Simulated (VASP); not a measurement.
Given:

```yaml
crystal:
  lattice:
    - [2.65615, 0.00000, 0.00000]
    - [0.00000, 2.65615, 0.00000]
    - [0.00000, 0.00000, 3.68548]
  atoms:
    - { symbol: Fe, position: [0.00000, 0.00000, 0.00000], spin: 2.7 }
    - { symbol: Pt, position: [0.50000, 0.50000, 0.50000], spin: 0.3 }
```

Calculation: LDA (Ceperley-Alder, Perdew-Zunger), VASP's LDA PAW potentials (set 64) (plane waves; VASP). Settings: 500 eV cut-off, 14×14×10 Γ-centred mesh, first-order Methfessel-Paxton smearing of 0.10 eV, potentials Fe Pt.

Unless said otherwise, spin-orbit coupling is left out, though it shifts the bands of the heavy elements here.

### Question
Predict the cell moment, energy per atom (σ→0), band gap (on the k-mesh) with the smallest direct gap where there is one.

### Answer

```yaml
band gap (on the k-mesh): none (metal, semimetal or under 0.01 eV)
cell_moment: 3.03 μB
energy per atom (σ→0): -820.6 kJ/mol of atoms
```

### Question
Give the moment on each site (PAW-sphere projection).

### Answer

```tsv
site	moment (μB)
Fe1	2.66
Pt2	0.32
```

Only differences to runs with the same potentials and settings are physical.

The compound is FePt in the L1_0 structure. It was relaxed first, which changed the volume by -5 %.
